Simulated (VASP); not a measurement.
# KPd2Se2I (I-4m2) in VASP: a series of runs

Runs on KPd2Se2I. Level: PBE. Tasks: single point, relaxation of cell and atoms.

Program: VASP 6.6.1. These are calculated values, not measurements. Logs are shortened: lines on timing, memory, paths and dates and some standing lists are left out, and cuts for length are marked.

### 1 The cell of the first run

It takes space group I-4m2 (No. 119, tetragonal). Conventional cell: a = 5.734 Å, b = 5.734 Å, c = 10.479 Å, α = 90.00°, β = 90.00°, γ = 90.00°. K (site symmetry -4m2) has 4 Se at 2.88 Å as nearest neighbours. Around Pd (site symmetry -4m2) lie 4 Se at 2.88 Å. Pd (site symmetry -4m2) has 2 Se at 2.39 Å as nearest neighbours. Se (site symmetry 2mm) is surrounded by 1 Pd at 2.39 Å. I (site symmetry -4m2) has 2 Se at 2.85 Å as nearest neighbours.

The cell was built by a generator and needn't be a form met in nature.

### 2 Single point, PBE (random cell by space group and Wyckoff sites (I-4m2, No. 119))

INCAR

```
SYSTEM = KPd2Se2I
PREC = Accurate ; ENCUT = 520
EDIFF = 1E-7 ; ISMEAR = 0
SIGMA = 0.15 ; LREAL = .False.
LASPH = .True. ; NELM = 100
ALGO = Normal ; ISIF = 2
LWAVE = .False. ; LCHARG = .False.
GGA = PE ; NBANDS = 33
```

KPOINTS

```
regular mesh
0
Gamma
  3 3 3
  0 0 0
```

POSCAR

```
KPd2Se2I
1.0
   -2.8667522355      2.8667522355      5.2393351916
    2.8667522355     -2.8667522355      5.2393351916
    2.8667522355      2.8667522355     -5.2393351916
K Pd Se I
1 2 2 1
Direct
    0.2500000000      0.7500000000      0.5000000000
    0.7500000000      0.2500000000      0.5000000000
    0.5000000000      0.5000000000      0.0000000000
    0.2719388700      0.2719388700      0.0000000000
    0.7280611300      0.7280611300      0.0000000000
    0.0000000000      0.0000000000      0.0000000000
```

Potentials or basis: VASP PAW PBE potentials, release 64 (K_sv, Pd, Se, I).

The run is started by

```sh
$ cat potpaw_PBE.64/K_sv/POTCAR potpaw_PBE.64/Pd/POTCAR potpaw_PBE.64/Se/POTCAR potpaw_PBE.64/I/POTCAR > POTCAR
$ mpirun -np 1 vasp_std > vasp.out
```

OUTCAR:

```text
SYSTEM = KPd2Se2I
   PREC = Accurate
   ENCUT = 520
   EDIFF = 1E-7
   ISMEAR = 0
   LREAL = .False.
   LASPH = .True.
   NELM = 100
   ISIF = 2
   GGA = PE

 ion  position               nearest neighbor table
   1  0.250  0.750  0.500-   4 2.88   5 2.88   4 2.88   5 2.88
   2  0.750  0.250  0.500-   4 2.88   5 2.88   4 2.88   5 2.88
   3  0.500  0.500  0.000-   4 2.39   5 2.39
   4  0.272  0.272  0.000-   3 2.39   6 2.85   1 2.88   2 2.88   1 2.88   2 2.88
   5  0.728  0.728  0.000-   3 2.39   6 2.85   1 2.88   2 2.88   1 2.88   2 2.88
   6  0.000  0.000  0.000-   4 2.85   5 2.85

  LATTYP: Found a body centered tetragonal cell.
 ALAT       =     5.7335044710
 C/A-ratio  =     1.8276205131

  Lattice vectors:

 A1 = (  -2.8667522355,   2.8667522355,   5.2393351916)
 A2 = (   2.8667522355,  -2.8667522355,   5.2393351916)
 A3 = (   2.8667522355,   2.8667522355,  -5.2393351916)

Analysis of symmetry for initial positions (statically):
=====================================================================
 Subroutine PRICEL returns:
 Original cell was already a primitive cell.

 Routine SETGRP: Setting up the symmetry group for a
 body centered tetragonal supercell.

 Subroutine GETGRP returns: Found  8 space group operations
 (whereof  8 operations were pure point group operations)
 out of a pool of 16 trial point group operations.

The static configuration has the point symmetry D_2d.

Analysis of symmetry for dynamics (positions and initial velocities):
=====================================================================
 Subroutine PRICEL returns:
 Original cell was already a primitive cell.

 Routine SETGRP: Setting up the symmetry group for a
 body centered tetragonal supercell.

 Subroutine GETGRP returns: Found  8 space group operations
 (whereof  8 operations were pure point group operations)
 out of a pool of 16 trial point group operations.

The dynamic configuration has the point symmetry D_2d.

 Subroutine INISYM returns: Found  8 space group operations
 (whereof  8 operations are pure point group operations),
 and found     1 'primitive' translations

----------------------------------------------------------------------------------------

[... 81 lines left out ...]
   EDIFF  = 0.1E-06   stopping-criterion for ELM
   LREAL  =      F    real-space projection
   EDIFFG = 0.1E-05   stopping-criterion for IOM
   NSW    =      0    number of steps for IOM
   IBRION =     -1    ionic relax: 0-MD 1-quasi-New 2-CG
   NFREE  =      0    steps in history (QN), initial steepest desc. (CG)
   ISIF   =      2    stress and relaxation
   ISYM   =      2    0-nonsym 1-usesym 2-fastsym
   POTIM  = 0.5000    time-step for ionic-motion
   TEBEG  =    0.0;   TEEND  =   0.0 temperature during run
   PSTRESS=    0.0 pullay stress
   NELECT =      48.0000    total number of electrons
   NUPDOWN=      -1.0000    fix difference up-down
   EMIN   =  10.00;   EMAX   =-10.00  energy-range for DOS
   EFERMI =   0.00;   METHOD = LEGACY
   ISMEAR =     0;   SIGMA  =   0.15  broadening in eV -4-tet -1-fermi 0-gaus
   EFERMI_NEDOS =   21; number of points for ismear=-14 and -15
   IALGO  =     38    algorithm
   IMIX   =      4    mixing-type and parameters
     AMIX     =   0.40;   BMIX     =  1.00
     AMIX_MAG =   1.60;   BMIX_MAG =  1.00
  volume/ion in A,a.u.               =      28.71       193.71
  Fermi-wavevector in a.u.,A,eV,Ry     =   1.069341  2.020762 15.558142  1.143491
  Thomas-Fermi vector in A             =   2.205018
   LORBIT       =      0    0 simple, 1 ext, 2 COOP (PROOUT), +10 PAW based schemes
   GGA     = PE    functional components
   LHFCALC =     F    Hartree Fock is set to
   AEXX    =    0.0000 exact exchange contribution
   IVDW    =     0    specifies the selected vdW correction
   LEPSILON=     F    determine dielectric tensor
   LRPA    =     F    only Hartree local field effects (RPA)
 non-spin polarized calculation
 Gauss-broadening in eV      SIGMA  =   0.15
  energy-cutoff  :      520.00
  volume of cell :      172.23
 maximum number of plane-waves:      4675
 NGX is ok and might be reduce to    50
   NGX = 25   NGY = 25   NGZ = 25

 number of electron      48.0000006 magnetization

 Free energy of the ion-electron system (eV)
  ---------------------------------------------------
  ext. energy  EPLUGINS =         0.00000000
  ---------------------------------------------------
  free energy    TOTEN  =       -19.55991671 eV

  energy without entropy =      -19.46620178  energy(sigma->0) =      -19.51305925

 E-fermi :   2.7298     XC(G=0):  -8.9079

 val. band max:        2.6655416213   @ k =  -0.3333   0.3333   0.3333
 cond. band min:       2.7672724659   @ k =   0.3333   0.0000   0.0000
 fundamental gap:      0.1017308445
 Fermi energy:         2.7298471776

 k-point     1 :       0.0000    0.0000    0.0000
  band No.  band energies     occupation
      1     -26.3514      2.00000
      2     -10.8049      2.00000
      3     -10.0638      2.00000
      4     -10.0638      2.00000
      5      -9.9491      2.00000
      6      -9.6487      2.00000
[... 205 lines left out ...]
     32       8.2962      0.00000
     33       9.6893      0.00000

------------------------ aborting loop because EDIFF is reached ----------------------------------------

  FORCE on cell =-STRESS in cart. coord.  units (eV):
  Direction    XX          YY          ZZ          XY          YZ          ZX
  --------------------------------------------------------------------------------------
  -------------------------------------------------------------------------------------
  Total        0.0425638      0.0425638      0.8492077      0.0000000      0.0000000      0.0000000
  in kB        0.3959451      0.3959451      7.8996526      0.0000000      0.0000000      0.0000000
  external PRESSURE =       2.8971809 kB  Pullay stress =       0.0000000 kB

 VOLUME and BASIS-vectors are now :
 -----------------------------------------------------------------------------
  energy-cutoff  :      520.00
  volume of cell :      172.23
      direct lattice vectors                 reciprocal lattice vectors
    -2.866752235  2.866752235  5.239335192     0.000000000  0.174413398  0.095431955
     2.866752235 -2.866752235  5.239335192     0.174413398  0.000000000  0.095431955
     2.866752235  2.866752235 -5.239335192     0.174413398  0.174413398  0.000000000

 POSITION                                       TOTAL-FORCE (eV/Angst)
 -----------------------------------------------------------------------------------
      2.86675      0.00000      2.61967        -0.000000     -0.000000     -0.000000
      0.00000      2.86675      2.61967        -0.000000     -0.000000     -0.000000
      0.00000      0.00000      5.23934        -0.000000     -0.000000     -0.000000
      0.00000      0.00000      2.84956        -0.000000     -0.000000      0.035271
      0.00000      0.00000      7.62911         0.000000      0.000000     -0.035271
      0.00000      0.00000      0.00000        -0.000000     -0.000000     -0.000000
 -----------------------------------------------------------------------------------
    total drift:                                0.000000     -0.000000      0.000000

  FREE ENERGIE OF THE ION-ELECTRON SYSTEM (eV)
  ---------------------------------------------------
  free  energy   TOTEN  =       -19.5599167108 eV

  energy  without entropy=      -19.4662017818  energy(sigma->0) =      -19.51305925
```

OSZICAR:

```text
N       E                     dE             d eps       ncg     rms          rms(c)
DAV:   1     0.291910471713E+03    0.29191E+03   -0.20864E+04   396   0.126E+03
DAV:   2     0.308383390278E+00   -0.29160E+03   -0.27519E+03   452   0.282E+02
DAV:   3    -0.194731696942E+02   -0.19782E+02   -0.19088E+02   592   0.668E+01
DAV:   4    -0.200565847710E+02   -0.58342E+00   -0.58048E+00   544   0.105E+01
DAV:   5    -0.200789955914E+02   -0.22411E-01   -0.22406E-01   568   0.123E+00    0.117E+01
DAV:   6    -0.196625052992E+02    0.41649E+00   -0.11992E+00   503   0.747E+00    0.639E+00
DAV:   7    -0.197818272268E+02   -0.11932E+00   -0.13321E+00   439   0.104E+01    0.645E+00
DAV:   8    -0.195894885480E+02    0.19234E+00   -0.13698E+00   421   0.724E+00    0.250E+00
DAV:   9    -0.195648249938E+02    0.24664E-01   -0.92560E-02   430   0.304E+00    0.887E-01
DAV:  10    -0.195599346446E+02    0.48903E-02   -0.21003E-02   431   0.122E+00    0.243E-01
DAV:  11    -0.195597352156E+02    0.19943E-03   -0.31674E-03   464   0.386E-01    0.146E-01
DAV:  12    -0.195598622883E+02   -0.12707E-03   -0.61788E-04   447   0.154E-01    0.629E-02
DAV:  13    -0.195599052403E+02   -0.42952E-04   -0.90538E-05   503   0.543E-02    0.234E-02
DAV:  14    -0.195599140301E+02   -0.87898E-05   -0.21590E-05   448   0.283E-02    0.142E-02
DAV:  15    -0.195599154660E+02   -0.14359E-05   -0.40631E-06   448   0.147E-02    0.639E-03
DAV:  16    -0.195599165756E+02   -0.11097E-05   -0.12186E-06   423   0.572E-03    0.158E-03
DAV:  17    -0.195599167113E+02   -0.13565E-06   -0.31852E-07   384   0.337E-03    0.980E-04
DAV:  18    -0.195599167108E+02    0.49158E-09   -0.15473E-08   284   0.769E-04
   1 F= -.19559917E+02 E0= -.19513059E+02  d E =-.937149E-01
```

Run time: 49 s. Hardware: 1 thread of Intel Xeon 6975P-C (Granite Rapids), shared host; peak memory 0.36 GiB.

What came out:

* Free energy: -19.5599 eV
* Pressure: 0.3 GPa
* Largest force: 0.035 eV/Å
* Band gap on the k mesh: none (metal or under the smearing width)

Forces on the atoms (eV/Å):
```
K    0.000  0.000  0.000
Pd   0.000  0.000  0.000
Pd   0.000  0.000  0.000
Se   0.000  0.000  0.035
Se   0.000  0.000 -0.035
I    0.000  0.000  0.000
```

Caveat: the k mesh is coarse (spacing up to 0.52 Å⁻¹), so the values aren't converged.

(Part 1 of 2 ends here.)
